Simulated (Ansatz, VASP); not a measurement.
# Cross-check of Si106SnGe25 (amorphous Si0.8Ge0.2) between VASP and Ansatz, part 2 of 2

Aim: how closely do two programs agree when they are given the same cell, functional and k mesh? Of the first pair: The structure shown is the start of the Ansatz relaxation below; VASP solves that cell, so the two are compared at the walk's first step.

VASP 6.6.1 and Ansatz 0.2.0.

So far. Step 3 (VASP: single point, PBEsol, start cell, pair 1): The run ends at a pressure of -1.25 GPa, with forces up to 1.8 eV/Å.

## 5. Ansatz: relaxation, PBEsol

Level of this step: Ansatz beside VASP: Kohn-Sham DFT, plane waves, PBEsol (Ansatz).

This run makes the geometry at which the two programs are then compared.

The structure compared here is the end of the Ansatz relaxation.

Contents of input.yaml:

```yaml
crystal:
  lattice:
    - [14.0275, 0.0, 0.0]
    - [0.0, 14.0275, 0.0]
    - [0.0, 0.0, 14.0275]
  atoms:
    - { symbol: Si, position: [0.73435, 0.09473, 0.30598] }
    - { symbol: Si, position: [0.56747, 0.60893, 0.66889] }
[... 3 atom lines left out ...]
    - { symbol: Si, position: [0.61203, 0.34461, 0.09285] }
    - { symbol: Si, position: [0.50123, 0.8121, 0.09949] }
[... 1 atom line left out ...]
    - { symbol: Si, position: [0.80541, 0.14362, 0.98787] }
    - { symbol: Si, position: [0.3662, 0.90262, 0.0525] }
[... 1 atom line left out ...]
    - { symbol: Si, position: [0.66492, 0.91633, 0.47973] }
[... 4 atom lines left out ...]
    - { symbol: Si, position: [0.82886, 0.19367, 0.82842] }
[... 1 atom line left out ...]
    - { symbol: Si, position: [0.45585, 0.09391, 0.03385] }
[... 3 atom lines left out ...]
    - { symbol: Si, position: [0.57531, 0.1125, 0.2476] }
[... 3 atom lines left out ...]
    - { symbol: Si, position: [0.64275, 0.03829, 0.80163] }
    - { symbol: Si, position: [0.36708, 0.86594, 0.88853] }
[... 2 atom lines left out ...]
    - { symbol: Si, position: [0.33117, 0.04446, 0.13525] }
[... 4 atom lines left out ...]
    - { symbol: Si, position: [0.79166, 0.94135, 0.26702] }
[... 4 atom lines left out ...]
    - { symbol: Si, position: [0.43096, 0.65068, 0.0714] }
[... 4 atom lines left out ...]
    - { symbol: Si, position: [0.52064, 0.79944, 0.85433] }
    - { symbol: Si, position: [0.67495, 0.63148, 0.00666] }
    - { symbol: Si, position: [0.66413, 0.84494, 0.32657] }
    - { symbol: Si, position: [0.68575, 0.03088, 0.9637] }
[... 5 atom lines left out ...]
    - { symbol: Si, position: [0.7198, 0.07711, 0.47755] }
    - { symbol: Si, position: [0.40195, 0.1256, 0.87981] }
[... 3 atom lines left out ...]
    - { symbol: Si, position: [0.84815, 0.89217, 0.81515] }
    - { symbol: Si, position: [0.80034, 0.04886, 0.74889] }
[... 1 atom line left out ...]
    - { symbol: Si, position: [0.76687, 0.88729, 0.9676] }
[... 3 atom lines left out ...]
    - { symbol: Si, position: [0.52397, 0.40073, 0.95848] }
[... 1 atom line left out ...]
    - { symbol: Si, position: [0.62873, 0.79112, 0.98651] }
[... 2 atom lines left out ...]
    - { symbol: Si, position: [0.33009, 0.07382, 0.37489] }
[... 5 atom lines left out ...]
    - { symbol: Si, position: [0.93357, 0.06376, 0.07206] }
    - { symbol: Si, position: [0.6081, 0.88534, 0.74222] }
[... 6 atom lines left out ...]
    - { symbol: Si, position: [0.44409, 0.00914, 0.26846] }
[... 3 atom lines left out ...]
    - { symbol: Si, position: [0.34252, 0.99677, 0.78491] }
[... 2 atom lines left out ...]
    - { symbol: Si, position: [0.50558, 0.84978, 0.26323] }
[... 3 atom lines left out ...]
    - { symbol: Si, position: [0.24531, 0.81572, 0.12449] }
    - { symbol: Si, position: [0.38376, 0.23588, 0.37641] }
[... 1 atom line left out ...]
    - { symbol: Si, position: [0.20908, 0.0248, 0.26705] }
[... 1 atom line left out ...]
    - { symbol: Si, position: [0.43591, 0.70944, 0.32862] }
[... 2 atom lines left out ...]
    - { symbol: Si, position: [0.82598, 0.22258, 0.24454] }
[... 1 atom line left out ...]
    - { symbol: Ge, position: [0.76653, 0.27368, 0.09036] }
    - { symbol: Ge, position: [0.37817, 0.31174, 0.22653] }
    - { symbol: Ge, position: [0.21455, 0.13869, 0.03651] }
[... 2 atom lines left out ...]
    - { symbol: Ge, position: [0.5545, 0.23346, 0.37225] }
[... 2 atom lines left out ...]
    - { symbol: Ge, position: [0.53315, 0.16868, 0.7836] }
[... 2 atom lines left out ...]
    - { symbol: Ge, position: [0.65286, 0.3634, 0.54269] }
    - { symbol: Ge, position: [0.50365, 0.22323, 0.13296] }
[... 2 atom lines left out ...]
    - { symbol: Ge, position: [0.51863, 0.72378, 0.55297] }
[... 9 atom lines left out ...]
    - { symbol: Ge, position: [0.66632, 0.37312, 0.3614] }
kpoints:
  mp_grid: { grid: [1, 1, 1] }
hamiltonian:
  xc: pbesol
scf:
  occupations: { method: fermi_dirac, width: 0.025 }
output:
  forces: true
  eigenvalues: true
relax:
  f_tol: 0.05
  max_steps: 90
```

Launch:

```bash
$ ansatz run input.yaml --threads 4 --pin off --max-ram 8192MiB --backend cpu --events-out ev --progress --plain --runs-dir out
```

Numbers of over 12 decimals in the logs are rounded to 6 here.

Output:

```text
[...]
Crystal: 132 atoms, lattice volume = 2760.202 Å³
Basis set: ecut = 420 eV, 54171 PW (Γ), exchange–correlation on 192×192×192 points (8 copies of the dense FFT grid, shifted against one another)
Bands: 526, of which v1, the nominal top of the filled ones, is band 394 counted from 1 (393 counted from 0)
Symmetry: 1 space group operations
[...]
k-points: 1
[...]
- { symbol: Ge, position: [0.939704, 0.934757, 0.359825] }
    - { symbol: Ge, position: [0.054068, 0.882832, 0.621930] }
    - { symbol: Ge, position: [0.551956, 0.238196, 0.377961] }
    - { symbol: Ge, position: [0.294938, 0.980471, 0.511460] }
    - { symbol: Ge, position: [0.117248, 0.515681, 0.636766] }
[...]
- { symbol: Sn, position: [0.595907, 0.991697, 0.105530] }
[...]
- { symbol: Ge, position: [0.048218, 0.070999, 0.325062] }
    - { symbol: Ge, position: [0.071400, 0.327130, 0.285750] }
    - { symbol: Ge, position: [0.055047, 0.535176, 0.373666] }
    - { symbol: Ge, position: [0.666043, 0.375021, 0.362834] }
```

## 6. VASP: single point, PBEsol, relaxed cell, pair 2

The same cell, functional, mesh and smearing now go to VASP, with its own data sets.

Contents of INCAR:

```
SYSTEM = Si106SnGe25
PREC = Accurate
ENCUT = 410
EDIFF = 1E-06
NELM = 120
ISMEAR = -1
SIGMA = 0.025
LREAL = Auto
ALGO = Normal
GGA = PS
NBANDS = 486
LORBIT = 11
LWAVE = .FALSE.
LCHARG = .FALSE.
ISIF = 2
LASPH = .TRUE.
GGA_COMPAT = .FALSE.
EFERMI = MIDGAP
```

Contents of POSCAR:

```
Si106SnGe25
1.0
   14.0275000000      0.0000000000      0.0000000000
    0.0000000000     14.0275000000      0.0000000000
    0.0000000000      0.0000000000     14.0275000000
Si Ge Sn
106 25 1
Direct
    0.7338300000      0.0949900000      0.3059200000
    0.5670900000      0.6098100000      0.6686500000
[... 3 atom lines left out ...]
    0.6116100000      0.3441900000      0.0932400000
    0.4975500000      0.8047200000      0.1005700000
[... 1 atom line left out ...]
    0.8088400000      0.1449500000      0.9859900000
    0.3664100000      0.9011900000      0.0535000000
[... 1 atom line left out ...]
    0.6649400000      0.9172300000      0.4794600000
[... 4 atom lines left out ...]
    0.8303300000      0.1943000000      0.8260700000
[... 1 atom line left out ...]
    0.4561700000      0.0940800000      0.0336800000
[... 3 atom lines left out ...]
    0.5723000000      0.1188200000      0.2575400000
[... 3 atom lines left out ...]
    0.6435700000      0.0389700000      0.7967800000
    0.3673000000      0.8662300000      0.8890800000
[... 2 atom lines left out ...]
    0.3329200000      0.0436400000      0.1355300000
[... 4 atom lines left out ...]
    0.7903900000      0.9413400000      0.2660200000
[... 4 atom lines left out ...]
    0.4287300000      0.6459200000      0.0715300000
[... 4 atom lines left out ...]
    0.5205700000      0.7999900000      0.8542700000
    0.6745600000      0.6312400000      0.0068800000
    0.6631600000      0.8449100000      0.3265900000
    0.6931400000      0.0317300000      0.9552000000
[... 5 atom lines left out ...]
    0.7203600000      0.0780100000      0.4774300000
    0.4017900000      0.1259700000      0.8802300000
[... 3 atom lines left out ...]
    0.8495200000      0.8902900000      0.8136300000
    0.8020300000      0.0484300000      0.7474200000
[... 1 atom line left out ...]
    0.7679500000      0.8855500000      0.9657800000
[... 3 atom lines left out ...]
    0.5241300000      0.4000500000      0.9582400000
[... 1 atom line left out ...]
    0.6278200000      0.7908000000      0.9868300000
[... 2 atom lines left out ...]
    0.3291500000      0.0742400000      0.3753700000
[... 5 atom lines left out ...]
    0.9344000000      0.0636000000      0.0715700000
    0.6086300000      0.8849200000      0.7416700000
[... 6 atom lines left out ...]
    0.4442300000      0.0095500000      0.2700100000
[... 3 atom lines left out ...]
    0.3427300000      0.9969300000      0.7852000000
[... 2 atom lines left out ...]
    0.5043400000      0.8489100000      0.2636300000
[... 3 atom lines left out ...]
    0.2447300000      0.8148300000      0.1243600000
    0.3815800000      0.2368500000      0.3778100000
[... 1 atom line left out ...]
    0.2090700000      0.0252100000      0.2663700000
[... 1 atom line left out ...]
    0.4344800000      0.7088900000      0.3294100000
[... 2 atom lines left out ...]
    0.8255700000      0.2222800000      0.2438500000
[... 1 atom line left out ...]
    0.7661300000      0.2733400000      0.0896000000
    0.3783000000      0.3112400000      0.2269100000
    0.2149700000      0.1386200000      0.0371800000
[... 2 atom lines left out ...]
    0.5519600000      0.2382000000      0.3779600000
[... 2 atom lines left out ...]
    0.5329300000      0.1689500000      0.7840100000
[... 2 atom lines left out ...]
    0.5043600000      0.2222400000      0.1346400000
    0.8602300000      0.9086400000      0.1111600000
[... 2 atom lines left out ...]
    0.7185900000      0.6776800000      0.3294100000
[... 9 atom lines left out ...]
    0.5959100000      0.9917000000      0.1055300000
```

Contents of KPOINTS:

```
Automatic mesh
0
Gamma
1 1 1
0 0 0
```

PAW data sets: Si, Ge_d and Sn_d (PBE family, release 64).

Launch:

```bash
$ export OMP_NUM_THREADS=3
$ mpirun -np 1 vasp_gam
```

Output:

```text
[banner, memory and clock lines left out]
running    1 mpi-ranks, on    1 nodes
[...]
Offloading initialized ...    1 GPUs detected
[...]
[... a notice as in an earlier step ...]

 LDA part: xc-table for (Slater+PW92), standard interpolation
 POSCAR, INCAR and KPOINTS ok, starting setup
[...]
entering main loop
       N       E                     dE             d eps       ncg     rms          rms(c)
DAV:   1     0.130118545104E+05    0.13012E+05   -0.24240E+05  1068   0.245E+03
DAV:   2     0.215945585309E+04   -0.10852E+05   -0.10506E+05   972   0.657E+02
DAV:   3    -0.350622067983E+03   -0.25101E+04   -0.23398E+04  1130   0.222E+02
DAV:   4    -0.706424784015E+03   -0.35580E+03   -0.34029E+03  1232   0.843E+01
[...]
DAV:  17    -0.709985084753E+03   -0.36704E-05   -0.44514E-06  1032   0.968E-03    0.208E-03
DAV:  18    -0.709985085900E+03   -0.11474E-05   -0.16204E-06   784   0.303E-03    0.139E-03
DAV:  19    -0.709985086284E+03   -0.38369E-06   -0.64150E-07   680   0.205E-03
   1 F= -.70998509E+03 E0= -.70997845E+03  d E =-.132811E-01
```

From OUTCAR (step 6):

```text
  FREE ENERGIE OF THE ION-ELECTRON SYSTEM (eV)
  ---------------------------------------------------
  free  energy   TOTEN  =      -709.9850862836 eV

  energy  without entropy=     -709.9718051841  energy(sigma->0) =     -709.97844573
```

The run ends at a pressure of -1.36 GPa, with forces up to 0.051 eV/Å.

## 7. Side by side

Both answers:

```
              quantity  Ansatz   VASP  difference
gap on the k mesh (eV)   0.190  0.189      +0.001
```

At this near-relaxed geometry the largest component of a force difference is 14 meV/Å. A gap on the mesh is an upper bound, since the band edges may lie between its points.

## 8. What came out

```yaml
r_m_s_force_difference_single_point_pbesol_start_cell_pair_1: 5.1 meV/Å
difference_in_gap_on_the_k_mesh_single_point_pbesol_relaxed_cell_pair_2: 7.4e-4 eV
```

What this shows: The r.m.s. force difference is 5.1 meV/Å (single point, PBEsol, start cell, pair 1), within the 12 meV/Å picked in this series as the mark of a large difference. Such differences can come from data sets, numerical settings and the points named under the comparisons, not from the functional's error against experiment.

[Lines on the potential files, build, host, timing and source positions are cut from VASP's logs without a mark.]

[Logs are printed without paths, hosts, clocks, repeated set-up lines and the standing remarks that a program may print on its own settings, such as how far it seeks lower states.]

[Hosts, paths, dates, database ids (printed as entryN), source tags and the programs' standing remarks are cut or masked in the printed files.]
